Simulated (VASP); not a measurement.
# LuPW: single point with PBE

The system is LuPW.

```
Lu P W
1.0
     4.12765    0.00000    0.00000
    -2.06382    3.57465    0.00000
     0.00000    0.00000    3.87745
Lu P W
1 1 1
Direct
  0.66667 0.33333 0.00000
  0.00000 0.00000 0.50000
  0.33333 0.66667 0.50000
```

The cell was built by a generator and needn't be a form met in nature.

The cell isn't the ideal one: species swapped into the CeNiAs type (P-6m2, No. 187).

```
Program             : VASP 6.6.1
Task                : single point
Functional          : PBE
Potentials or basis : VASP PAW PBE potentials, release 64 (Lu, P, W_sv)
Cutoff              : 520 eV
k mesh              : 6 × 6 × 4
Occupations         : gaussian, width 0.1 eV
Spin                : no spin polarisation
```

```json
{
 "Pressure": "0.3 GPa",
 "Band gap on the k mesh": "none (metal or under the smearing width)"
}
```

Stress tensor (GPa, compression positive):
```
0.31 0.00 0.00
0.00 0.31 0.00
0.00 0.00 0.22
```

Levels at points of the mesh, in eV from the Fermi level:
```tsv
k point	band 18	band 19	band 20	band 21	band 22	band 23	band 24	band 25	band 26	band 27
(0.00, 0.00, 0.00)	-4.61	-3.39	-1.66	-0.44	-0.28	-0.28	1.39	1.39	3.60	3.60
(0.50, 0.00, 0.00)	-3.33	-3.28	-2.93	-1.41	-1.20	0.47	1.67	1.87	3.83	4.07
(0.00, 0.00, 0.50)	-4.74	-4.74	-1.71	-1.71	1.32	2.34	2.34	2.47	2.92	4.47
(0.50, 0.00, 0.50)	-4.83	-3.40	-1.33	-1.03	-1.01	-0.71	0.91	1.09	4.04	4.91
```

It took 54 s on 1 thread of Intel(R) Xeon(R) Platinum 8375C CPU @ 2.90GHz (Ice Lake), with other jobs on the host, peak memory 0.21 GiB.

Caveat: the k mesh is coarse (spacing up to 0.41 Å⁻¹), so the values aren't converged. Spin-orbit coupling is left out, which matters for the levels of Lu, W.
